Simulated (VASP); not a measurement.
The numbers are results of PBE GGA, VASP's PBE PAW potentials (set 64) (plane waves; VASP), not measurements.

Input for VASP

### INCAR
```
NELM = 100   ! most electronic steps
LMAXMIX = 6
ENCUT = 400   ! plane-wave cut-off (eV)
ALGO = Normal   ! blocked Davidson
SIGMA = 0.1   ! width (eV)
EDIFF = 1E-6   ! SCF stop (eV)
ISMEAR = 1   ! Methfessel-Paxton
SYSTEM = Er
PREC = Accurate
GGA = PE   ! PBE
LREAL = .FALSE.   ! projection in real space or not
LWAVE = .FALSE.
LCHARG = .FALSE.
LASPH = .TRUE.   ! aspherical one-centre terms
ISIF = 2   ! forces and stress, cell fixed
```

### POSCAR
```
Er
3.63120
  0.5000000000  -0.8660252809   0.0000000000
  0.5000000000   0.8660252809   0.0000000000
  0.0000000000   0.0000000000   1.5702247191
Er
2
Direct
  0.3333330000   0.6666670000   0.2500000000
  0.6666670000   0.3333330000   0.7500000000
```

### KPOINTS
```
Automatic mesh
0
Gamma
10 10 6
0 0 0
```

POTCAR, in this order: Er_3 (PBE.64 set). Program: vasp_std.

The 4f electrons are frozen in the core of the lanthanide potential, so 4f levels, which can set the real gap, and their magnetism are missing.

Q: Predict the energy per atom (σ→0), pressure, band gap (on the k-mesh).

A: 
```yaml
energy per atom (σ→0): -4488 meV/atom
band gap (on the k-mesh): none (metal, semimetal or under 0.01 eV)
pressure: -22.7 kbar
```

OSZICAR:
```
...
DAV:   5    -0.897957376759E+01   -0.44657E-02   -0.44473E-02  2601   0.173E+00    0.233E+01
DAV:   6    -0.896804930926E+01    0.11524E-01   -0.35171E-02  2464   0.341E+00    0.139E+01
DAV:   7    -0.897404968295E+01   -0.60004E-02   -0.62789E-02  2404   0.451E+00    0.353E-01
DAV:   8    -0.897378561234E+01    0.26407E-03   -0.42618E-03  2383   0.101E+00    0.773E-02
DAV:   9    -0.897379952674E+01   -0.13914E-04   -0.21358E-04  2547   0.201E-01    0.336E-02
DAV:  10    -0.897379278778E+01    0.67390E-05   -0.30600E-05  2464   0.694E-02    0.464E-02
DAV:  11    -0.897379370420E+01   -0.91642E-06   -0.21297E-06  1720   0.210E-02
   1 F= -.89737937E+01 E0= -.89750009E+01  d E =0.362172E-02
```

The compound is Er in the hcp structure. The cell was not relaxed at this level.
